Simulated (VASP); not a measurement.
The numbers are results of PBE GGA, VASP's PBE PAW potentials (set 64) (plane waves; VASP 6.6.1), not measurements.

The input files of a VASP run:

POSCAR:
```
AlN
1.0
  1.5954412604  -2.7633853174   0.0000000000
  1.5954412604   2.7633853174   0.0000000000
  0.0000000000   0.0000000000   5.1132900115
Al N
2 2
Cartesian
  1.5954412604  -0.9211302814   2.5572799506
  1.5954412604   0.9211302814   0.0006349448
  1.5954412604  -0.9211302814   4.5092868453
  1.5954412604   0.9211302814   1.9526418396
```

**INCAR**
```
ALGO = Normal
EDIFF = 1E-7
EDIFFG = -0.01
ENCUT = 520
GGA = PE
IBRION = 2
ISIF = 4
ISMEAR = 0
LASPH = .True.
LCHARG = .False.
LREAL = .False.
LWAVE = .False.
NELM = 100
NSW = 30
PREC = Accurate
SIGMA = 0.05
SYSTEM = AlN
```

KPOINTS:
```
Regular mesh
0
gamma
  10 10 5
```

POTCAR, in this order: Al N (PBE.64 set). Program: vasp_std.

Output of the run:

### OUTCAR
```
 ion  position               nearest neighbor table
   1  0.667  0.333  0.500-   4 1.94   4 1.94   4 1.94   3 1.95   2 3.15   2 3.15   2 3.15   2 3.15
                             2 3.15   2 3.15
   2  0.333  0.667  0.000-   3 1.94   3 1.94   3 1.94   4 1.95   1 3.15   1 3.15   1 3.15   1 3.15
                             1 3.15   1 3.15
   3  0.667  0.333  0.882-   2 1.94   2 1.94   2 1.94   1 1.95
   4  0.333  0.667  0.382-   1 1.94   1 1.94   1 1.94   2 1.95
  LATTYP: Found a hexagonal cell.
 ALAT       =     3.1908825155
 C/A-ratio  =     1.6024689053
 Subroutine PRICEL returns:
 Original cell was already a primitive cell.
 Subroutine GETGRP returns: Found 12 space group operations
The static configuration has the point symmetry C_3v.
 The point group associated with its full space group is C_6v.
The dynamic configuration has the point symmetry C_3v.
 Subroutine INISYM returns: Found 12 space group operations
 Subroutine IBZKPT returns following result:
 Found     42 irreducible k-points:

 Following reciprocal coordinates:
            Coordinates               Weight
  0.000000  0.000000  0.000000      1.000000
  0.100000 -0.000000  0.000000      6.000000
  0.200000 -0.000000  0.000000      6.000000
  0.300000  0.000000  0.000000      6.000000
  0.400000 -0.000000  0.000000      6.000000
  0.500000  0.000000  0.000000      3.000000
  0.100000  0.100000  0.000000      6.000000
  0.200000  0.100000  0.000000     12.000000
  0.300000  0.100000  0.000000     12.000000
  0.400000  0.100000  0.000000     12.000000
  0.200000  0.200000  0.000000      6.000000
  0.300000  0.200000  0.000000     12.000000
  0.400000  0.200000  0.000000      6.000000
  0.300000  0.300000  0.000000      6.000000
  0.000000  0.000000  0.200000      2.000000
  0.100000 -0.000000  0.200000     12.000000
  0.200000 -0.000000  0.200000     12.000000
  0.300000  0.000000  0.200000     12.000000
  0.400000 -0.000000  0.200000     12.000000
  0.500000  0.000000  0.200000      6.000000
  0.100000  0.100000  0.200000     12.000000
  0.200000  0.100000  0.200000     24.000000
  0.300000  0.100000  0.200000     24.000000
  0.400000  0.100000  0.200000     24.000000
  0.200000  0.200000  0.200000     12.000000
  0.300000  0.200000  0.200000     24.000000
  0.400000  0.200000  0.200000     12.000000
  0.300000  0.300000  0.200000     12.000000
  0.000000  0.000000  0.400000      2.000000
  0.100000 -0.000000  0.400000     12.000000
  0.200000 -0.000000  0.400000     12.000000
  0.300000  0.000000  0.400000     12.000000
  0.400000 -0.000000  0.400000     12.000000
  0.500000  0.000000  0.400000      6.000000
  0.100000  0.100000  0.400000     12.000000
  0.200000  0.100000  0.400000     24.000000
  0.300000  0.100000  0.400000     24.000000
  0.400000  0.100000  0.400000     24.000000
  0.200000  0.200000  0.400000     12.000000
  0.300000  0.200000  0.400000     24.000000
   k-points           NKPTS =     42   k-points in BZ     NKDIM =     42   number of bands    NBANDS=     12
   number of dos      NEDOS =    301   number of ions     NIONS =      4
   total plane-waves  NPLWV =  23040
   dimension x,y,z NGX =    24 NGY =   24 NGZ =   40
   dimension x,y,z NGXF=    48 NGYF=   48 NGZF=   80
   ions per type =               2   2
   PREC   = accura    normal or accurate (medium, high low for compatibility)
   ISTART =      0    job   : 0-new  1-cont  2-samecut
   ICHARG =      2    charge: 1-file 2-atom 10-const
   ISPIN  =      1    spin polarized calculation?
   LNONCOLLINEAR =      F non collinear calculations
   LSORBIT =      F    spin-orbit coupling
   INIWAV =      1    electr: 0-lowe 1-rand  2-diag
...
```

OSZICAR:
```
       N       E                     dE             d eps       ncg     rms          rms(c)
DAV:   1     0.515180388736E+02    0.51518E+02   -0.74971E+03  1008   0.118E+03
DAV:   2    -0.302003786089E+02   -0.81718E+02   -0.74847E+02  1548   0.218E+02
DAV:   3    -0.341408725670E+02   -0.39405E+01   -0.39230E+01  1324   0.526E+01
DAV:   4    -0.341755960569E+02   -0.34723E-01   -0.34707E-01  1156   0.573E+00
DAV:   5    -0.341761412090E+02   -0.54515E-03   -0.54512E-03  1276   0.740E-01    0.117E+01
DAV:   6    -0.296806521607E+02    0.44955E+01   -0.17202E+01  1224   0.310E+01    0.410E+00
DAV:   7    -0.297078355219E+02   -0.27183E-01   -0.61047E-01  1100   0.612E+00    0.279E+00
DAV:   8    -0.297012693550E+02    0.65662E-02   -0.86669E-02  1144   0.311E+00    0.535E-01
DAV:   9    -0.296957857943E+02    0.54836E-02   -0.22695E-02  1300   0.111E+00    0.254E-01
DAV:  10    -0.296964165585E+02   -0.63076E-03   -0.27415E-03  1180   0.395E-01    0.140E-01
DAV:  11    -0.296963345910E+02    0.81968E-04   -0.22979E-04  1204   0.121E-01    0.379E-02
DAV:  12    -0.296963365436E+02   -0.19525E-05   -0.10487E-05  1128   0.326E-02    0.102E-02
DAV:  13    -0.296963362082E+02    0.33535E-06   -0.78717E-06  1240   0.204E-02    0.611E-03
DAV:  14    -0.296963361744E+02    0.33774E-07   -0.53093E-07  1144   0.667E-03
   1 F= -.29696336E+02 E0= -.29696336E+02  d E =-.296963E+02
       N       E                     dE             d eps       ncg     rms          rms(c)
DAV:   1    -0.296968788061E+02   -0.54260E-03   -0.25886E-02  1008   0.154E+00    0.803E-02
DAV:   2    -0.296967460613E+02    0.13274E-03   -0.21093E-04  1288   0.138E-01    0.454E-02
DAV:   3    -0.296966748260E+02    0.71235E-04   -0.10088E-04  1236   0.879E-02    0.282E-03
DAV:   4    -0.296966755435E+02   -0.71747E-06   -0.71660E-06  1160   0.247E-02    0.252E-03
DAV:   5    -0.296966755734E+02   -0.29886E-07   -0.11583E-07   892   0.332E-03
   2 F= -.29696676E+02 E0= -.29696676E+02  d E =-.339399E-03
       N       E                     dE             d eps       ncg     rms          rms(c)
DAV:   1    -0.296967707006E+02   -0.95157E-04   -0.64959E-03  1008   0.771E-01    0.402E-02
DAV:   2    -0.296967372810E+02    0.33420E-04   -0.52871E-05  1288   0.691E-02    0.228E-02
DAV:   3    -0.296967193830E+02    0.17898E-04   -0.25491E-05  1236   0.442E-02    0.143E-03
DAV:   4    -0.296967195700E+02   -0.18697E-06   -0.18212E-06  1160   0.125E-02    0.127E-03
DAV:   5    -0.296967195830E+02   -0.12934E-07   -0.28051E-08   620   0.168E-03
   3 F= -.29696720E+02 E0= -.29696720E+02  d E =-.383409E-03
       N       E                     dE             d eps       ncg     rms          rms(c)
DAV:   1    -0.296967397875E+02   -0.20217E-04   -0.95815E-03  1008   0.894E-01    0.215E-02
DAV:   2    -0.296967462254E+02   -0.64379E-05   -0.16432E-04  1200   0.111E-01    0.131E-02
DAV:   3    -0.296967406735E+02    0.55519E-05   -0.57512E-06  1208   0.274E-02    0.510E-03
DAV:   4    -0.296967402381E+02    0.43534E-06   -0.46548E-06  1236   0.187E-02    0.213E-03
DAV:   5    -0.296967402489E+02   -0.10754E-07   -0.39269E-07   892   0.599E-03
   4 F= -.29696740E+02 E0= -.29696740E+02  d E =-.206659E-04
```

### OUTCAR
```
------------------------ aborting loop because EDIFF is reached ----------------------------------------
  FORCE on cell =-STRESS in cart. coord.  units (eV):
  Direction    XX          YY          ZZ          XY          YZ          ZX
  --------------------------------------------------------------------------------------
  Total       -2.8568592     -2.8568592     -2.8346475      0.0000000      0.0000000      0.0000000
  in kB     -101.5188607   -101.5188603   -100.7295657      0.0000000      0.0000000      0.0000000
  external PRESSURE =    -101.2557622 kB  Pullay stress =       0.0000000 kB
  volume of cell :       45.09
      direct lattice vectors                 reciprocal lattice vectors
     1.593560327 -2.760127446 -0.000000000     0.313762831 -0.181151055  0.000000000
     1.593560327  2.760127446  0.000000000     0.313762831  0.181151055 -0.000000000
     0.000000000  0.000000000  5.125367916     0.000000000 -0.000000000  0.195107945
  FREE ENERGIE OF THE ION-ELECTRON SYSTEM (eV)
  ---------------------------------------------------
  free  energy   TOTEN  =       -29.6967402489 eV

  energy  without entropy=      -29.6967402489  energy(sigma->0) =      -29.69674025

 reached required accuracy - stopping structural energy minimisation
```
(Selected blocks of OUTCAR.)

CONTCAR:
```
AlN
   1.00000000000000
     1.5935603266215037   -2.7601274456536760   -0.0000000000000000
     1.5935603266215037    2.7601274456536760    0.0000000000000000
     0.0000000000000000    0.0000000000000000    5.1253679155174527
  Al              N
     2     2
Direct
     0.6666669999999968    0.3333330000000032    0.5007113917704918
     0.3333330000000032    0.6666669999999968    0.0007113917704918
     0.6666669999999968    0.3333330000000032    0.8812886082295132
     0.3333330000000032    0.6666669999999968    0.3812886082295132
```

**OUTCAR**
```
 val. band max:        5.4116186623   @ k =   0.0000   0.0000   0.0000

 cond. band min:       8.9848778389   @ k =   0.0000   0.0000   0.0000


 Fermi energy:         5.6270419698

 k-point     1 :       0.0000    0.0000    0.0000
  band No.  band energies     occupation
      1      -9.3008      2.00000
      2      -7.3984      2.00000
      3      -0.2357      2.00000
      4       4.6344      2.00000
      5       4.6344      2.00000
      6       5.2544      2.00000
      7       5.2544      2.00000
      8       5.4116      2.00000
      9       8.9849      0.00000
     10      11.4829      0.00000
     11      15.4134      0.00000
     12      16.0768      0.00000

 k-point     2 :       0.1000   -0.0000    0.0000
  band No.  band energies     occupation
      1      -9.1844      2.00000
      2      -7.3331      2.00000
      3      -0.0929      2.00000
      4       4.0741      2.00000
      5       4.4822      2.00000
      6       4.6732      2.00000
      7       5.2290      2.00000
      8       5.3585      2.00000
      9       9.5811      0.00000
     10      11.9893      0.00000
     11      14.9693      0.00000
     12      15.3411      0.00000

 k-point     3 :       0.2000   -0.0000    0.0000
  band No.  band energies     occupation
      1      -8.8514      2.00000
      2      -7.1636      2.00000
      3       0.3236      2.00000
      4       2.8221      2.00000
      5       3.5904      2.00000
      6       4.1479      2.00000
      7       5.1223      2.00000
      8       5.1672      2.00000
      9      10.6429      0.00000
     10      12.7092      0.00000
     11      13.7742      0.00000
     12      14.6321      0.00000

 k-point     4 :       0.3000    0.0000    0.0000
  band No.  band energies     occupation
      1      -8.3573      2.00000
      2      -6.9720      2.00000
      3       0.9639      2.00000
      4       1.5461      2.00000
      5       2.5297      2.00000
      6       3.8046      2.00000
...
```

The compound is AlN in the wurtzite structure. This cell is one point of a volume scan, at 1.06 of the reference volume. Symmetry was kept, so distortions that lower it aren't found.
